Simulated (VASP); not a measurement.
Here is the system:

```
AlCo
1.0
    2.79378     0.00000     0.00000
    0.00000     2.79378     0.00000
    0.00000     0.00000     2.79378
Al Co
1 1
Direct
  0.50000   0.50000   0.50000
  0.00000   0.00000   0.00000
```

Computed with LDA (Ceperley-Alder, Perdew-Zunger), VASP's LDA PAW potentials (set 64) (plane waves; VASP 6.6.1). Numerical set-up: 400 eV cut-off, 15×15×15 Γ-centred mesh, tetrahedra with Blöchl corrections, potentials Al Co.

**Question.** Predict the energy per atom (σ→0), band gap (on the k-mesh) with the smallest direct gap where there is one.

**Answer.** 
```
Property                                                     Value
------------------------  ----------------------------------------
band gap (on the k-mesh)  none (metal, semimetal or under 0.01 eV)
energy per atom (σ→0)                               -6.856 eV/atom
```

Total energies compare only between runs with the same potentials, cut-off and functional.

The compound is CoAl in the CsCl type structure. It was relaxed first, which changed the volume by -7 %. The run is not spin-polarised, so no magnetic state was tried.
